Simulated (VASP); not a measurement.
Wanted: the native input for a VASP 6.6.1 run.

```yaml
Task: single point
Functional: r2SCAN
Potentials_or_basis: VASP PAW PBE potentials, release 64 (Sb, Lu)
Cutoff: 520 eV
k_mesh: 4 × 4 × 4
Occupations: fermi-dirac, width 0.1 eV
Spin: no spin polarisation
Dipole_correction: no
Further_INCAR_settings: ALGO = Normal; EDIFF = 1e-06; NBANDS = 28
```

LuSb3:

```
Sb Lu
1.0
     4.39500   -0.00001   -0.00557
     0.00111    4.17625    0.88124
     0.00422    0.86186    6.14337
Sb Lu
3 1
Direct
  0.98473 0.61334 0.46967
  0.48415 0.04334 0.51753
  0.48421 0.36822 0.03433
  0.98414 0.93103 0.90884
```

The cell was built by a generator and needn't be a form met in nature.

The input as run:

POSCAR

```
LuSb3
1.0
    4.3950038161     -0.0000086189     -0.0055671056
    0.0011110611      4.1762486578      0.8812410846
    0.0042202595      0.8618634200      6.1433726428
Sb Lu
3 1
Direct
   -0.0152714282      0.6133447319      0.4696731749
    0.4841535091      0.0433376104      0.5175272144
    0.4842123365      0.3682182649      1.0343323634
   -0.0158624174      0.9310313928      0.9088372473
```

INCAR.step1

```
ALGO = Normal
EDIFF = 1E-4
ENCUT = 520
GGA = PE
ISMEAR = -1
LASPH = True
LCHARG = False
LREAL = False
LWAVE = True
NBANDS = 28
NELM = 100
PREC = Accurate
SIGMA = 0.1
```

INCAR.step2

```
ALGO = Normal
EDIFF = 1E-6
ENCUT = 520
ISIF = 2
ISMEAR = -1
ISTART = 1
LASPH = True
LCHARG = False
LMIXTAU = True
LREAL = False
LWAVE = False
METAGGA = R2SCAN
NBANDS = 28
NELM = 100
PREC = Accurate
SIGMA = 0.1
```

KPOINTS

```
k-points
0
Gamma
  4 4 4
```

Potentials or basis: VASP PAW PBE potentials, release 64 (Sb, Lu).

Command:

```console
$ cat potpaw_PBE.64/Sb/POTCAR potpaw_PBE.64/Lu/POTCAR > POTCAR
$ cp INCAR.step1 INCAR
$ mpirun -np 1 vasp_std > vasp.out
$ cp INCAR.step2 INCAR
$ mpirun -np 1 vasp_std > vasp.out
```

Results of the run:

- Pressure: 0.2 GPa
- Largest force: 0.021 eV/Å
- Band gap on the k mesh: none (metal or under the smearing width)

Caveat: the k mesh is coarse (spacing up to 0.39 Å⁻¹), so the values aren't converged; the PAW data sets were made with another functional, which shifts forces and pressure a little.

Run time: 5.5 min on 1 thread of Intel(R) Xeon(R) Platinum 8259CL CPU @ 2.50GHz (Skylake/Cascade Lake) (shared host), peak memory 0.31 GiB.
